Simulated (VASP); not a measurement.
Here is the system:

```xyz
6
Lattice="5.3050 0.0000 0.0000 -2.6525 4.5943 0.0000 0.0000 0.0000 4.1593" Properties=species:S:1:pos:R:3 pbc="T T T"
Mo     0.0000     4.5943     0.0000
Mo     1.3263     2.2971     0.0000
Mo    -1.3263     2.2971     0.0000
Si    -2.6525     4.5943     0.0000
Si     0.0000     3.0629     2.0796
Si     2.6525     1.5314     2.0796
```

Computed with PBEsol GGA, VASP's PBE PAW potentials (set 64) (plane waves; VASP 6.6.1). Numerical set-up: 400 eV cut-off, 8×8×8 Γ-centred mesh, tetrahedra with Blöchl corrections, potentials Mo_sv Si.

The cores are frozen, which limits the accuracy of field gradients.

Give the principal components of the electric field gradient (V/Å²) and the asymmetry η at each nucleus.

```json
[
 {"atom": "Mo1", "Vxx": "117.0", "Vyy": "34.5", "Vzz": "-151.4", "η": "0.55"},
 {"atom": "Mo2", "Vxx": "117.0", "Vyy": "34.5", "Vzz": "-151.4", "η": "0.55"},
 {"atom": "Mo3", "Vxx": "117.0", "Vyy": "34.5", "Vzz": "-151.4", "η": "0.55"},
 {"atom": "Si4", "Vxx": "-62.5", "Vyy": "-62.5", "Vzz": "125.1", "η": "0.00"},
 {"atom": "Si5", "Vxx": "33.6", "Vyy": "33.6", "Vzz": "-67.2", "η": "0.00"},
 {"atom": "Si6", "Vxx": "33.6", "Vyy": "33.6", "Vzz": "-67.2", "η": "0.00"}
]
```

The structure was generated: SiMo was put into the CoSn type (P6/mmm), which need not be its known phase. It was relaxed first, which changed the volume by -12 %.
